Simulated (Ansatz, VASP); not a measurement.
## Cross-check of Ta32H (interstitial H in bcc Ta, hop from a tetrahedral to the next tetrahedral site) between VASP and Ansatz

One calculation is typed for both programs; each brings its own data sets. How far apart do they land? The Ansatz run is a path of several images between two structures; VASP solves its first image, and the two are compared there.

Program: Ansatz 0.2.0. Level of theory: plane waves, with VASP 6.6.1 beside it; single point at PBEsol. Results are calculated unless marked as measured.

**1. The structure**

The cell holds 33 atoms: 32 Ta and 1 H. Its edges and angles: a = 9.283 Å, b = 9.283 Å, c = 9.283 Å, α = 60.0°, β = 60.0°, γ = 60.0°. It derives from Ta (Ta (Im-3m)). Nearest the centre at fractional (0.312, 0.438, 0.562): H33 at 0.00 Å, Ta7 at 1.90 Å, Ta4 at 1.90 Å, Ta14 at 1.90 Å, Ta29 at 1.90 Å, Ta13 at 2.97 Å, Ta11 at 2.97 Å, Ta22 at 2.97 Å.

**2. Ansatz: path of images, PBEsol**

Ansatz runs on its default PAW (the set named soft_2) files.

With cell and atoms fixed, the geometry can't cause a difference; cores, projectors, grids and the points listed under the comparison can.

File input.yaml:

```yaml
crystal:
  lattice:
    - [0.0, 6.56410046, 6.56410046]
    - [6.56410046, 0.0, 6.56410046]
    - [6.56410046, 6.56410046, 0.0]
  atoms:
    - { symbol: Ta, position: [-0.000169293, -0.000271462, 0.000271462] }
    - { symbol: Ta, position: [0.123823451, 0.123999563, 0.12679406] }
    - { symbol: Ta, position: [0.250382926, 0.248823451, 0.248999563] }
    - { symbol: Ta, position: [0.376585201, 0.373414799, 0.367865881] }
    - { symbol: Ta, position: [-0.001000437, 0.00179406, 0.500382926] }
    - { symbol: Ta, position: [0.124682029, 0.124701868, 0.625771773] }
    - { symbol: Ta, position: [0.248414799, 0.242865881, 0.757134119] }
    - { symbol: Ta, position: [0.375800838, 0.374199162, 0.876202954] }
    - { symbol: Ta, position: [-0.000298132, 0.500771773, -0.00015567] }
    - { symbol: Ta, position: [0.124934643, 0.625065357, 0.124581888] }
    - { symbol: Ta, position: [0.249199162, 0.751202954, 0.248797046] }
    - { symbol: Ta, position: [0.375771773, 0.87484433, 0.374682029] }
    - { symbol: Ta, position: [-0.001202954, 0.500800838, 0.499199162] }
    - { symbol: Ta, position: [0.117865881, 0.632134119, 0.626585201] }
    - { symbol: Ta, position: [0.249228227, 0.750298132, 0.750317971] }
    - { symbol: Ta, position: [0.374617074, 0.87320594, 0.876000437] }
    - { symbol: Ta, position: [0.500065357, -0.000418112, 0.000418112] }
    - { symbol: Ta, position: [0.625169293, 0.124830707, 0.124728538] }
    - { symbol: Ta, position: [0.74984433, 0.249682029, 0.249701868] }
    - { symbol: Ta, position: [0.87679406, 0.375382926, 0.373823451] }
    - { symbol: Ta, position: [0.500317971, 0.00015567, 0.499228227] }
    - { symbol: Ta, position: [0.626202954, 0.123797046, 0.625800838] }
    - { symbol: Ta, position: [0.750418112, 0.249934643, 0.750065357] }
    - { symbol: Ta, position: [0.87515567, 0.374228227, 0.875298132] }
    - { symbol: Ta, position: [0.501176549, 0.499617074, -0.00179406] }
    - { symbol: Ta, position: [0.625298132, 0.625317971, 0.12515567] }
    - { symbol: Ta, position: [0.750271462, 0.750169293, 0.249830707] }
    - { symbol: Ta, position: [0.874581888, 0.875418112, 0.374934643] }
    - { symbol: Ta, position: [0.507134119, 0.501585201, 0.498414799] }
    - { symbol: Ta, position: [0.626000437, 0.626176549, 0.624617074] }
    - { symbol: Ta, position: [0.74820594, 0.751000437, 0.751176549] }
    - { symbol: Ta, position: [0.874728538, 0.875271462, 0.875169293] }
    - { symbol: H, position: [0.3125, 0.4375, 0.5625] }
basis:
  ecutwfc: 420
  xc_grid: 2
hamiltonian:
  xc: pbesol
kpoints:
  mp_grid: { grid: [4, 4, 4] }
scf:
  occupations: { method: methfessel_paxton, width: 0.1 }
  max_iter: 120
output:
  forces: true
neb:
  images: 3
  f_tol: 0.04
  climbing: true
  initial_path: idpp
  max_iterations: 45
  order_check: false
  final_atoms:
    - { symbol: Ta, position: [6.1946e-05, -0.000407799, 0.000407799] }
    - { symbol: Ta, position: [0.125510251, 0.124009859, 0.126783753] }
    - { symbol: Ta, position: [0.250899083, 0.249692343, 0.249691563] }
    - { symbol: Ta, position: [0.382261437, 0.373425111, 0.367855572] }
    - { symbol: Ta, position: [-0.001049231, 0.001804368, 0.500372628] }
    - { symbol: Ta, position: [0.124326488, 0.123807356, 0.625790521] }
    - { symbol: Ta, position: [0.251712513, 0.242876187, 0.757123813] }
    - { symbol: Ta, position: [0.375445281, 0.374238541, 0.875287823] }
    - { symbol: Ta, position: [-0.000190648, 0.500782074, -0.00016598] }
    - { symbol: Ta, position: [0.12435555, 0.625328272, 0.125145365] }
    - { symbol: Ta, position: [0.250928145, 0.751213259, 0.248786741] }
    - { symbol: Ta, position: [0.375192686, 0.875428413, 0.374924323] }
    - { symbol: Ta, position: [-0.007006804, 0.501595504, 0.498404496] }
    - { symbol: Ta, position: [0.12354212, 0.632144428, 0.626574889] }
    - { symbol: Ta, position: [0.249744381, 0.751010755, 0.75116624] }
    - { symbol: Ta, position: [0.376303863, 0.873216247, 0.875990141] }
    - { symbol: Ta, position: [0.500296602, -0.000261131, 0.000261131] }
    - { symbol: Ta, position: [0.625398755, 0.124841022, 0.124718254] }
    - { symbol: Ta, position: [0.751921376, 0.24883376, 0.248989245] }
    - { symbol: Ta, position: [0.874126868, 0.375393242, 0.373813145] }
    - { symbol: Ta, position: [0.500425446, 0.00016598, 0.499217926] }
    - { symbol: Ta, position: [0.624971644, 0.124712177, 0.625761459] }
    - { symbol: Ta, position: [0.74970921, 0.249944938, 0.750055062] }
    - { symbol: Ta, position: [0.873924365, 0.374209479, 0.876192644] }
    - { symbol: Ta, position: [0.501127764, 0.499627372, -0.001804368] }
    - { symbol: Ta, position: [0.625545422, 0.625075677, 0.124571587] }
    - { symbol: Ta, position: [0.749855878, 0.750179593, 0.249820407] }
    - { symbol: Ta, position: [0.874829186, 0.874854635, 0.374671728] }
    - { symbol: Ta, position: [0.501330267, 0.500811136, 0.499188864] }
    - { symbol: Ta, position: [0.623333256, 0.626186855, 0.624606758] }
    - { symbol: Ta, position: [0.750282988, 0.750308437, 0.750307657] }
    - { symbol: Ta, position: [0.87495803, 0.875281746, 0.875158978] }
    - { symbol: H, position: [0.187627316, 0.437510307, 0.562489693] }
```

On the command line:

```console
$ ansatz run input.yaml --threads 4 --pin off --max-ram 14131MiB --backend cpu --events-out ev --progress --plain --runs-dir out
```

Numbers of over 12 decimals in the logs are rounded to 6 here.

Output:

```text
Warning: neb: disabling space-group detection — the band's intermediate images generally break the endpoint symmetry, so no spatial operation reduces the k-mesh or symmetrises the density, except that a semilocal band can use its path's symmetry ahead of convergence; time reversal is kept, so that k and −k are solved as one point where they differ and the mesh holds both, and exact exchange and, on two spinor compone [...]
Engine: ansatz 0.2.0, aarch64-unknown-linux-gnu
Pseudopotentials: kind: paw
Pseudopotential: Ta, paw, valence charge 13, recommended cutoff 420 eV (normal), Ta.paw.azcp
Pseudopotential: H, paw, valence charge 1, recommended cutoff 420 eV (normal), H.paw.azcp
Functional definition: PBEsol
  exchange = pbesol_x
  correlation = pbesol_c
NEB image 0
Crystal: 33 atoms, lattice volume = 565.660 Å³
Basis set: ecut = 420 eV, 11017 PW (Γ), exchange–correlation on 128×128×128 points (8 copies of the dense FFT grid, shifted against one another)
Bands: 251, of which v1, the nominal top of the filled ones, is band 209 counted from 1 (208 counted from 0)
Symmetry: 1 space group operations
k-points: 36 of 64 (time reversal used)
Non-local potential: Ta, projectors of the file, l = 0: 3, l = 1: 2, l = 2: 2, l = 3: 1
Non-local potential: H, projectors of the file, l = 0: 2, l = 1: 1
PAW form: soft (Blöchl's): semilocal exchange-correlation on the pseudo side does not see the compensation charge
PAW frozen core: Ta, regenerated for the run's functional, and the local potential with it (the file was generated under x = pbe(κ = 0.804, μ = 0.219515), c = pbe(β = 0.066725))
PAW one-centre angular grid: Ta, 590 points (default); XC on 64 Gauss nodes
PAW one-centre angular grid: H, 110 points (default); XC on 64 Gauss nodes
Initial density: superposition of atomic densities (neutral atoms: chi_scale 0, normalization atom), corrected by the library's trained network
Initial wavefunctions: pseudopotential atomic-orbital guess
Functional: x = pbesol(κ = 0.804, μ = 0.123457), c = pbesol(β = 0.046)
SCF iter   1: F=—  HF=-313824.136962 eV  |F-HF|=—  |Δ(HF+E_count)|=         —  Δρ=3.19e-3  dr2=2.02e-1  ethr=1.77e-3  ⟨swp⟩=5.8  Hψ=36039  notcnv=0  defer=56
preconditioner: auto → Kerker (q_TF=auto, 2.593 Å⁻¹)  [metal: Δε(μ)=0.006 eV  Ē_g=4.296 eV  σ=0.100 eV  W_gap=0.05  n_scr=168 (ndim 8)  ℏωp=19.8 eV  f_vac=0.000  D(μ)=39.08/eV (n_scr^D=410)]
SCF iter   2: F=—  HF=-313824.117736 eV  |F-HF|=—  |Δ(HF+E_count)|=   1.92e-2  S|Δr|=    0.00e0  Δρ=1.49e-3  dr2=1.25e-2  ethr=4.84e-5  ⟨swp⟩=1.1  Hψ=10517  notcnv=0  defer=64
SCF iter   3: F=—  HF=-313824.117559 eV  |F-HF|=—  |Δ(HF+E_count)|=   1.77e-4  S|Δr|=    0.00e0  Δρ=6.31e-4  dr2=2.43e-3  ethr=3.00e-6  ⟨swp⟩=2.0  Hψ=10631  notcnv=0  defer=64
SCF iter   4: F=—  HF=-313824.117467 eV  |F-HF|=—  |Δ(HF+E_count)|=   9.21e-5  S|Δr|=    0.00e0  Δρ=7.88e-5  dr2=4.95e-5  ethr=5.82e-7  ⟨swp⟩=2.0  Hψ=10944  notcnv=0  defer=64
SCF iter   5: F=—  HF=-313824.118378 eV  |F-HF|=—  |Δ(HF+E_count)|=   9.11e-4  S|Δr|=    0.00e0  Δρ=2.93e-5  dr2=6.26e-6  ethr=1.19e-8  ⟨swp⟩=2.0  Hψ=10939  notcnv=0  defer=64
SCF iter   6: F=—  HF=-313824.118377 eV  |F-HF|=—  |Δ(HF+E_count)|=   5.81e-7  S|Δr|=    0.00e0  Δρ=6.82e-6  dr2=6.57e-7  ethr=1.50e-9  ⟨swp⟩=2.0  Hψ=10962  notcnv=0  defer=64
SCF iter   7: F=-313824.118377 eV  HF=-313824.118377 eV  |F-HF|=4.65e-8  |Δ(HF+E_count)|=   5.33e-8  S|Δr|=    0.00e0  Δρ=2.10e-6  dr2=5.56e-8  ethr=2.40e-11  ⟨swp⟩=4.0  Hψ=27328  notcnv=0
SCF 1 converged in 7 iterations: F = -313824.118377 eV  dr2 = 5.56e-8
  greatest PAW one-centre occupation: 1.000 electrons in one spin orbital (limit 2), on the Ta atom at site 2 (counted from 0), in its partial waves of l = 0
NSCF: frozen V_eff on 36 k-points
NEB image 4
SCF iter   1: F=—  HF=-313824.136863 eV  |F-HF|=—  |Δ(HF+E_count)|=         —  Δρ=3.19e-3  dr2=2.02e-1  ethr=1.77e-3  ⟨swp⟩=6.0  Hψ=35992  notcnv=0  defer=52
preconditioner: auto → Kerker (q_TF=auto, 2.593 Å⁻¹)  [metal: Δε(μ)=0.006 eV  Ē_g=4.296 eV  σ=0.100 eV  W_gap=0.05  n_scr=168 (ndim 8)  ℏωp=19.8 eV  f_vac=0.000  D(μ)=39.09/eV (n_scr^D=410)]
SCF iter   2: F=—  HF=-313824.117733 eV  |F-HF|=—  |Δ(HF+E_count)|=   1.91e-2  S|Δr|=    0.00e0  Δρ=1.49e-3  dr2=1.26e-2  ethr=4.84e-5  ⟨swp⟩=1.1  Hψ=10498  notcnv=0  defer=59
SCF iter   3: F=—  HF=-313824.117562 eV  |F-HF|=—  |Δ(HF+E_count)|=   1.71e-4  S|Δr|=    0.00e0  Δρ=6.30e-4  dr2=2.41e-3  ethr=3.01e-6  ⟨swp⟩=2.0  Hψ=10734  notcnv=0  defer=59
[...]
k-point 35: bands = [... 205 lower, 18.9029, 18.9060, 18.9095, 18.9337, 18.9395, 18.9557, 18.9706, 19.0299, ... 38 higher]
this run last wrote the band of iteration 5 to <dir>
--- NEB band (5 images, 5 band iterations, 118 SCF iterations) ---
  forward barrier  = 0.183516 eV
  backward barrier = 0.183516 eV
  lagrangian_above_aufbau_ev (what the smearing adds, to first order; not taken off the barriers): saddle image -0.008848 eV, end points -0.010115 and -0.010115 eV
  climbing image's point = of an order that was not read
  energies are F+E_penalty+E_count in eV, relative to image 0
  image     s (Å)  Δ vs image 0  max|band force component| (eV/Å)
      0    0.0000      0.000000                                 —
      1    0.3045      0.087019                          7.508e-3
  *   2    0.6089      0.183516                          1.136e-2
      3    0.9133      0.087019                          7.507e-3
      4    1.2179     -0.000000                                 —
  climbing-image geometry (image 2):
  cell:  # Å, volume = 565.6602 Å³
    - [0.0, 6.56410046, 6.56410046]
    - [6.56410046, 0.0, 6.56410046]
    - [6.56410046, 6.56410046, 0.0]
  atoms:
    - { symbol: Ta, position: [0.00148244, -0.000491827, 0.000496778] }
    - { symbol: Ta, position: [0.124220, 0.124175, 0.127513] }
    - { symbol: Ta, position: [0.251229, 0.248069, 0.248587] }
    - { symbol: Ta, position: [0.384322, 0.369354, 0.362129] }
    - { symbol: Ta, position: [-0.00239169, 0.00403821, 0.500872] }
    - { symbol: Ta, position: [0.125102, 0.125067, 0.625437] }
    - { symbol: Ta, position: [0.250062, 0.243037, 0.756966] }
    - { symbol: Ta, position: [0.375027, 0.374566, 0.874928] }
    - { symbol: Ta, position: [-0.00154775, 0.500874, 0.00234866] }
    - { symbol: Ta, position: [0.124960, 0.624513, 0.126050] }
    - { symbol: Ta, position: [0.250064, 0.750758, 0.249242] }
    - { symbol: Ta, position: [0.375164, 0.873950, 0.375490] }
    - { symbol: Ta, position: [0.000706648, 0.500080, 0.499916] }
    - { symbol: Ta, position: [0.115815, 0.637852, 0.630645] }
    - { symbol: Ta, position: [0.248887, 0.751413, 0.751929] }
    - { symbol: Ta, position: [0.375903, 0.872494, 0.875827] }
    - { symbol: Ta, position: [0.498640, -0.000491826, 0.000496787] }
    - { symbol: Ta, position: [0.626850, 0.122703, 0.123724] }
    - { symbol: Ta, position: [0.752241, 0.248069, 0.248587] }
    - { symbol: Ta, position: [0.874116, 0.376145, 0.375750] }
    - { symbol: Ta, position: [0.501674, -0.00235311, 0.499133] }
    - { symbol: Ta, position: [0.624522, 0.125067, 0.625437] }
    - { symbol: Ta, position: [0.750064, 0.249888, 0.750111] }
    - { symbol: Ta, position: [0.875606, 0.374566, 0.874928] }
    - { symbol: Ta, position: [0.502523, 0.499146, -0.00406506] }
    - { symbol: Ta, position: [0.624605, 0.624513, 0.126050] }
    - { symbol: Ta, position: [0.750061, 0.748609, 0.251396] }
    - { symbol: Ta, position: [0.875523, 0.873950, 0.375490] }
    - { symbol: Ta, position: [0.499425, 0.500080, 0.499916] }
    - { symbol: Ta, position: [0.626013, 0.624249, 0.623853] }
    - { symbol: Ta, position: [0.747898, 0.751413, 0.751929] }
    - { symbol: Ta, position: [0.873277, 0.876275, 0.877297] }
    - { symbol: H, position: [0.250056, 0.446095, 0.553920] }
```

**3. VASP: single point, PBEsol, pair 1**

The same cell, functional, mesh and smearing now go to VASP, with its own data sets.

Lines of VASP's logs that name or quote its potential files are left out, and so is its time.

File INCAR:

```
SYSTEM = Ta32H
PREC = Accurate
ENCUT = 400
EDIFF = 1E-06
NELM = 120
ISMEAR = 1
SIGMA = 0.1
LREAL = Auto
ALGO = Normal
GGA = PS
NBANDS = 204
LASPH = .TRUE.
LORBIT = 11
LWAVE = .FALSE.
LCHARG = .FALSE.
ISIF = 2
GGA_COMPAT = .FALSE.
```

File POSCAR:

```
Ta32H
1.0
    0.0000000000      6.5641004576      6.5641004576
    6.5641004576      0.0000000000      6.5641004576
    6.5641004576      6.5641004576      0.0000000000
Ta H
32 1
Direct
    0.9998307460      0.9997285234      0.0002714766
    0.1238234401      0.1239995496      0.1267941442
    0.2503829749      0.2488234314      0.2489995408
    0.3765851873      0.3734147605      0.3678659423
    0.9989995583      0.0017940006      0.5003829575
    0.1246820498      0.1247018545      0.6257717301
    0.2484148453      0.2428658748      0.7571340555
    0.3758008452      0.3741991025      0.8762029980
    0.9997018632      0.5007717388      0.9998443046
    0.1249346358      0.6250653119      0.1245819599
    0.2491991874      0.7512029305      0.2487969998
    0.3757717475      0.8748443960      0.3746820323
    0.9987970934      0.5008008365      0.4991990938
    0.1178658835      0.6321340642      0.6265852460
    0.2492282089      0.7502980845      0.7503180416
    0.3746171339      0.8732059384      0.8760003807
    0.5000653968      0.9995818924      0.0004181076
    0.6251692866      0.1248306612      0.1247285908
    0.7498443285      0.2496819649      0.2497019219
    0.8767940919      0.3753829662      0.3738234227
    0.5003179828      0.0001556192      0.4992282676
    0.6262029392      0.1237970085      0.6258009040
    0.7504181314      0.2499346271      0.7500653032
    0.8751556344      0.3742282002      0.8752982282
    0.5011765925      0.4996170490      0.9982059233
    0.6252981694      0.6253179741      0.1251556105
    0.7502715005      0.7501692778      0.2498306524
    0.8745819076      0.8754181227      0.3749346184
    0.5071341491      0.5015851785      0.4984147517
    0.6260004743      0.6261765838      0.6246170403
    0.7482058710      0.7510004656      0.7511765750
    0.8747285385      0.8752714918      0.8751692691
    0.3125000163      0.4374999314      0.5624999989
```

File KPOINTS:

```
Automatic mesh
0
Gamma
4 4 4
0 0 0
```

PAW data sets: Ta_pv and H (PBE family, release 64).

On the command line:

```console
$ export OMP_NUM_THREADS=3
$ mpirun -np 1 vasp_std
```

Output:

```text
[banner, memory and clock lines left out]
running    1 mpi-ranks, on    1 nodes
[...]
Offloading initialized ...    1 GPUs detected
[...]
|                                                                             |
|               ----> ADVICE to this user running VASP <----                  |
|                                                                             |
|     You enforced a specific xc type in the INCAR file but a different       |
|     [... a line on the potential file left out ...]
|     I HOPE YOU KNOW WHAT YOU ARE DOING!                                     |
|                                                                             |

 LDA part: xc-table for (Slater+PW92), standard interpolation
 POSCAR, INCAR and KPOINTS ok, starting setup
[...]
entering main loop
       N       E                     dE             d eps       ncg     rms          rms(c)
DAV:   1     0.360507152534E+04    0.36051E+04   -0.16791E+05  5392   0.151E+03
DAV:   2    -0.176867019207E+03   -0.37819E+04   -0.36796E+04  5500   0.503E+02
DAV:   3    -0.410279672102E+03   -0.23341E+03   -0.21770E+03  6616   0.103E+02
DAV:   4    -0.421453745656E+03   -0.11174E+02   -0.10510E+02  6232   0.179E+01
[...]
DAV:  14    -0.405417518953E+03    0.95383E-05   -0.69883E-05  6520   0.357E-02    0.131E-02
DAV:  15    -0.405417514570E+03    0.43831E-05   -0.14888E-05  5488   0.150E-02    0.543E-03
DAV:  16    -0.405417513626E+03    0.94352E-06   -0.22499E-06  3760   0.651E-03
   1 F= -.40541751E+03 E0= -.40541413E+03  d E =-.101436E-01
```

OUTCAR, selected parts (step 3):

```text
  Total        3.9486049      4.3518585      3.9486049      0.0000000      0.0000000      0.0000000
  in kB       11.1840373     12.3262139     11.1840373      0.0000000      0.0000000      0.0000000
  external PRESSURE =      11.5647628 kB  Pullay stress =       0.0000000 kB

 POSITION                                       TOTAL-FORCE (eV/Angst)
 -----------------------------------------------------------------------------------
      6.56410      6.56477     13.12531        -0.000000     -0.002997      0.004915
      1.64624      1.64508      1.62674        -0.009263     -0.000728      0.004379
      3.26776      3.27800      3.27684         0.004379      0.000728      0.009263
      4.86584      4.88665      4.92308        -0.025131      0.010184      0.000000
      3.29634      9.84210      6.56931        -0.004379      0.000728     -0.009263
      4.92618      4.92605      1.63698        -0.001732     -0.008410     -0.000270
      6.56410      6.60052      3.22482        -0.000000     -0.010184     -0.025131
      8.20777      8.21828      4.92307        -0.007520     -0.002877      0.000000
      9.85019     13.12522      9.84926         0.000270      0.008410     -0.001732
      4.92076      1.63785      4.92307         0.003597     -0.003931      0.000000
      6.56410      3.26890      6.56674        -0.000000      0.002877     -0.007520
      8.20202      4.92605      8.20917         0.001732     -0.008410      0.000270
      6.56410      9.83300      9.84351        -0.000000      0.002877      0.007520
      8.26236      4.88665      4.92307         0.025131      0.010184      0.000000
[...]
-----------------------------------------------------------------------------------
    total drift:                               -0.001587      0.000897     -0.002533

  FREE ENERGIE OF THE ION-ELECTRON SYSTEM (eV)
  ---------------------------------------------------
  free  energy   TOTEN  =      -405.4175136262 eV

  energy  without entropy=     -405.4073700518  energy(sigma->0) =     -405.41413243

[... 2 further parts left out ...]
[key lines of the parts left out:]
E-fermi :   5.5008
```

This run has no spin polarisation. Its electron count is odd, so without a moment it is a metal by construction.

**4. Differences**

Known differences besides the potentials themselves: the data sets hold 417 valence electrons in Ansatz (on its default PAW (the set named soft_2) files) and 353 in VASP; the cutoff is 420 eV in Ansatz and 400 eV in VASP (PREC = Accurate, projectors in real space); Ansatz makes its cores anew for this functional, VASP keeps those of its PBE data sets. Total energies have different zeros and are not compared.

At this near-relaxed geometry the largest component of a force difference is 12 meV/Å.

(Continued in part 2 of 2.)

[Lines on the potential files, build, host, timing and source positions are cut from VASP's logs without a mark.]

[Logs are printed without paths, hosts, clocks, repeated set-up lines and the standing remarks that a program may print on its own settings, such as how far it seeks lower states.]

[Hosts, paths, dates, database ids (printed as entryN), source tags and the programs' standing remarks are cut or masked in the printed files.]
